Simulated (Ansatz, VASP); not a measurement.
## NaTaO2: VASP beside Ansatz

Contents of INCAR:

```
SYSTEM = NaTaO2
ALGO = Normal
EDIFF = 1E-6
ENCUT = 520
GGA = PE
ISIF = 2
ISMEAR = 0
LASPH = .True.
LCHARG = .True.
LELF = .True.
LREAL = .False.
LVHAR = .True.
LWAVE = .False.
NBANDS = 23
NELM = 80
PREC = Accurate
SIGMA = 0.1
```

KPOINTS

```
k-points
0
Gamma
  6 6 4
  0 0 0
```

The input POSCAR:

```
NaTaO2
1.0
    3.7821307500      0.0000000000      0.0000000000
   -1.8910653800      3.2754213100      0.0000000000
    0.0000000000      0.0000000000      5.3647445100
Na Ta O
1 1 2
Direct
    0.0000000000      0.0000000000      0.0000000000
    0.0000000000      0.0000000000      0.5000000000
    0.3333333300      0.6666666700      0.5000000000
    0.6666666700      0.3333333300      0.5000000000
```

Input for Ansatz:

```yaml
crystal:
  lattice:
    - [3.78213075, 0.0, 0.0]
    - [-1.89106538, 3.27542131, 0.0]
    - [0.0, 0.0, 5.36474451]
  atoms:
    - { symbol: Na, position: [0.0, 0.0, 0.0] }
    - { symbol: Ta, position: [0.0, 0.0, 0.5] }
    - { symbol: O, position: [0.33333333, 0.66666667, 0.5] }
    - { symbol: O, position: [0.66666667, 0.33333333, 0.5] }
basis:
  ecutwfc: 420
kpoints:
  mp_grid: { grid: [6, 6, 4] }
hamiltonian:
  xc: pbe
scf:
  occupations: { method: gaussian, width: 0.1 }
  lower_state_search: "off"
output:
  forces: true
  stress: true
  eigenvalues: true
```

Alike in both runs: task single point; functional PBE; k mesh 6 × 6 × 4; occupations gaussian, width 0.1 eV; no spin polarisation.

```csv
,VASP,Ansatz
version,VASP 6.6.1,Ansatz 0.2.0
potentials or method,"VASP PAW PBE potentials, release 64 (Na_pv, Ta_pv, O)","scalar-relativistic, plane waves, PAW"
plane-wave cutoff (eV),520,420
valence electrons in the cell,30,34
```

|  | VASP | Ansatz | Ansatz less VASP |
| --- | --- | --- | --- |
| gap on the k mesh at the Fermi level (eV) | 0.49 | 0.48 | -0.010 |
| least direct gap on the mesh (eV) | 0.81 | 0.82 | +0.002 |
| pressure (GPa) | 0.7 | 0.5 | -0.21 |
| largest component of the traceless stress (GPa) | 19.49 | 19.76 | +0.266 |

With one functional, cell and mesh, what is left measures potentials, basis and numerics. The two sets of potentials don't hold the same shells in valence.

Caveats: spin-orbit coupling is left out, which moves the levels of the heavy elements.
